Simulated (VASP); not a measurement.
InSe: single point with PBE

InSe:

```
In Se
1.0
     4.05000    0.00000    0.00000
    -2.02500    3.50740    0.00000
     0.00000    0.00000   16.93000
In Se
4 4
Direct
  0.33333 0.66667 0.15700
  0.66667 0.33333 0.65700
  0.33333 0.66667 0.34300
  0.66667 0.33333 0.84300
  0.33333 0.66667 0.60200
  0.66667 0.33333 0.10200
  0.33333 0.66667 0.89800
  0.66667 0.33333 0.39800
```

| Property | Result |
| --- | --- |
| Program | VASP 6.6.1 |
| Task | single point |
| Functional | PBE |
| Potentials or basis | VASP PAW PBE potentials, release 64 (In_d, Se) |
| Cutoff | 400 eV |
| k mesh | 12 × 12 × 2 |
| Occupations | gaussian, width 0.02 eV |
| Spin | no spin polarisation |
| Further INCAR settings | ALGO = Normal; EDIFF = 1e-07 |

The pressure is 7.6 GPa and the largest force is 2.902 eV/Å. The band gap on the k mesh is none (metal or under the smearing width).

Forces in eV/Å, atoms in the order of the input:
```
In   0.000  0.000  2.902
In   0.000  0.000  2.902
In   0.000  0.000 -2.902
In   0.000  0.000 -2.902
Se   0.000  0.000 -2.027
Se   0.000  0.000 -2.027
Se   0.000  0.000  2.027
Se   0.000  0.000  2.027
```

Stress tensor (GPa, compression positive):
```
10.47  0.00  0.00
 0.00 10.47  0.00
 0.00  0.00  1.84
```

Levels at points of the mesh, in eV from the Fermi level:
| k point | band 35 | band 36 | band 37 | band 38 | band 39 | band 40 | band 41 | band 42 |
| --- | --- | --- | --- | --- | --- | --- | --- | --- |
| (0.00, 0.00, 0.00) | -2.19 | -2.19 | -1.38 | -0.40 | -0.09 | 0.38 | 1.20 | 1.55 |
| (0.50, 0.00, 0.00) | -2.96 | -2.59 | -1.52 | -1.02 | 0.91 | 1.07 | 1.32 | 1.40 |
| (0.00, 0.00, 0.50) | -2.21 | -2.21 | -0.97 | -0.97 | 0.25 | 0.25 | 1.38 | 1.38 |
| (0.50, 0.00, 0.50) | -2.73 | -2.73 | -1.28 | -1.28 | 1.14 | 1.14 | 1.23 | 1.23 |

Run time: 5.6 min on 1 thread of Intel(R) Xeon(R) Platinum 8488C (Sapphire Rapids), on a shared host, peak memory 0.41 GiB.

Caveat: this functional lacks dispersion, which binds the layers, so the pressure and a relaxed spacing across them are unreliable; forces of over 1 eV/Å show positions far from the minimum, so gaps and moduli don't describe the material at rest.
